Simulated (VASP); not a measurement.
# A VASP study of PbSe (Clausthalite) (PBE + D3(BJ)): structure first, properties next, part 2 of 2

Aim: relax PbSe (Clausthalite), then compute properties on the relaxed cell. The start is a cell from a database of measured crystal structures.

VASP 6.6.1; PBE with D3(BJ); plane waves and PAW (Pb_d, Se).

Still holding for the runs below: Spin-orbit coupling is off here; with elements this heavy it splits and shifts levels by tenths of an eV or more.

So far, gap on the k-mesh (eV): step 2 (relaxing cell and atoms (PBE + D3(BJ))) 0.308; step 5 (density of states (PBE + D3(BJ))) 0.699. The relaxed cell has a = 6.131 Å (conventional setting).

**7. Optical spectrum (PBE + D3(BJ))**

LOPTICS sums transitions from filled to empty bands. The mesh is finer than in the run before. NBANDS is raised for it.

File INCAR:

```
SYSTEM = PbSe
PREC = Accurate
ENCUT = 400
EDIFF = 1E-06
NELM = 100
ISMEAR = 0
SIGMA = 0.05
LREAL = .FALSE.
ALGO = Normal
GGA = PE
IVDW = 12
NBANDS = 26
LORBIT = 11
LWAVE = .FALSE.
LCHARG = .FALSE.
KPAR = 2
LOPTICS = .TRUE.
NEDOS = 1500
CSHIFT = 0.1
```

File POSCAR:

```
PbSe
1.0
    0.0000000000      3.0653755979      3.0653755979
    3.0653755979      0.0000000000      3.0653755979
    3.0653755979      3.0653755979      0.0000000000
Pb Se
1 1
Direct
    0.0000000000      0.0000000000      0.0000000000
    0.5000000000      0.5000000000      0.5000000000
```

File KPOINTS:

```
Automatic mesh
0
Gamma
9 9 9
0 0 0
```

Potentials, in the order of the species: Pb_d and Se (PBE family, release 64).

Command:

```
$ mpirun -np 2 vasp_std
```

The job ended after 12 s (2 MPI ranks of Intel Xeon 6975P-C (Granite Rapids), shared host; peak memory 0.4 GiB).

With so small a gap the low-energy part of the spectrum hangs on the few k-points near the gap and is not converged. These are independent-particle spectra without excitons or local fields, and fine structure depends on the mesh and on CSHIFT.

This step gave:

```
bands                : 26
irreducible k-points : 35
Fermi energy         : 5.042 eV
pressure             : 0.01860 GPa
```

The imaginary dielectric function, xx has structure finer than the step of the table below, so its rows give means over 0.5 eV, whole bins alone (the curve runs from 0 to 25.0 eV). Peaks (eV: height): 1.25: 14.3, 2.32: 58.1, 2.88: 42.4.

The imaginary dielectric function, xx by photon energy; means over each step:

```
photon energy (eV)  imaginary dielectric function, xx
               0.5                              0.712
               1.0                               4.68
               1.5                               8.76
               2.0                               23.6
               2.5                               40.1
               3.0                               27.2
               3.5                               13.0
               4.0                               9.86
               4.5                               5.62
               5.0                               3.80
               5.5                               2.44
               6.0                               2.96
               6.5                               2.87
               7.0                               3.23
               7.5                               3.36
               8.0                               3.94
               8.5                               2.86
               9.0                               2.30
               9.5                               2.19
              10.0                               2.26
              10.5                               1.61
              11.0                               1.58
              11.5                               1.42
              12.0                               1.17
              12.5                              0.905
              13.0                              0.824
              13.5                              0.701
              14.0                              0.453
              14.5                              0.379
              15.0                              0.406
              15.5                              0.344
              16.0                              0.335
              16.5                              0.338
              17.0                              0.317
              17.5                              0.392
              18.0                              0.459
              18.5                              0.655
              19.0                              0.522
              19.5                              0.561
              20.0                              0.491
              20.5                              0.378
              21.0                              0.606
              21.5                              0.376
              22.0                              0.253
              22.5                              0.234
              23.0                              0.170
              23.5                              0.127
              24.0                              0.137
              24.5                             0.0833
```

Real dielectric function, xx against photon energy:

```
photon energy (eV)  real dielectric function, xx
                 0                          20.8
                 1                          27.0
                 2                          38.2
                 3                         -22.6
                 4                         -9.03
                 5                         -3.93
                 6                        -0.643
                 7                         -1.11
                 8                         -1.11
                 9                        -0.917
                10                         -1.41
                11                        -0.893
                12                        -0.572
                13                        -0.441
                14                        -0.474
                15                        -0.131
                16                         0.142
                17                         0.346
                18                         0.548
                19                         0.330
                20                         0.289
                21                         0.227
                22                         0.270
                23                         0.389
                24                         0.511
```

This mesh misses the point of the least direct gap (0.31 eV in the band run), so the true onset lies lower. The mean of ε2 over directions passes 5 % of its top at 1.06 eV, against a least direct gap of 0.70 eV on this mesh, so the first direct transitions are weak, forbidden or few.

**8. Ionic relaxation at fixed cell (PBE + D3(BJ)), changed input**

This run is made with a changed input; what comes of it follows.

File INCAR:

```
SYSTEM = PbSe
PREC = Accurate
ENCUT = 400
EDIFF = 1E-06
NELM = 53
ISMEAR = 0
SIGMA = 0.05
LREAL = .FALSE.
ALGO = Normal
GGA = XX
IVDW = 12
NBANDS = 16
LORBIT = 11
LWAVE = .FALSE.
LCHARG = .FALSE.
KPAR = 2
IBRION = 2
NSW = 30
ISIF = 2
EDIFFG = -0.01
```

POSCAR is that of step 7.

File KPOINTS:

```
Automatic mesh
0
Gamma
6 6 6
0 0 0
```

Command:

```
$ mpirun -np 2 vasp_std
```

Wall time 1.8 s (2 MPI ranks).

VASP stopped before it finished a first electronic cycle.

VASP's message: “Error: One of the selected functionals does not exist.”. No number of this run is used.

The fault in the input: unknown functional word (GGA = "XX"). Use a GGA word that VASP lists.

**9. Results**

```yaml
relaxed_volume: 28.80 Å³/atom
relaxed_conventional_cell_a_b_c: 6.131, 6.131, 6.131 Å
space_group_after_relaxing_within_0p02_a: Fm-3m (No. 225)
band_gap: 0.308 eV, direct
gap_among_the_points_of_the_dos_mesh_alone_an_upper_bound: 0.699 eV
highest_zone_centre_mode: 36.2 cm⁻¹
strongest_peak_of_eps_2_mean_over_directions: 2.32 eV
```

In words: With PBE + D3(BJ), PbSe (Clausthalite) relaxes to 28.80 Å³/atom in space group Fm-3m (held by the symmetry of the run) and has a direct gap of 0.308 eV. Against the listed cell the volume lies +0.5 %. Bands along the symmetry lines (PBE + D3(BJ)): The path shows a direct gap of 0.31 eV (valence top at L, conduction bottom at L). Vibrations at Γ (PBE + D3(BJ)): The highest mode in this list at Γ, 36.2 cm⁻¹, is mostly motion of Se (71 % of the kinetic energy). Experiment finds a gap of 0.24 eV (pmc:9296461); the computed 0.31 eV is not graded against it, since it lacks spin-orbit coupling or the sample's magnetic order. Spin-orbit coupling is left out, and with elements this heavy it would split and shift bands near the edges, and it can change the kind of a small gap. Modes at Γ alone can't show that the crystal is stable at other wave vectors, and the LO-TO splitting is not included. No search among competing phases was made, and a listed structure need not be the one stable at ambient conditions. All values are for a static lattice at zero temperature.

[Lines on the potential files, build, host, timing and source positions are cut from VASP's logs without a mark.]

[Logs are printed without paths, hosts, clocks, repeated set-up lines and the standing remarks that a program may print on its own settings, such as how far it seeks lower states.]

[Hosts, paths, dates, database ids (printed as entryN), source tags and the programs' standing remarks are cut or masked in the printed files.]

[A measured line is paired with the nearest computed mode of its activity, which favours agreement.]
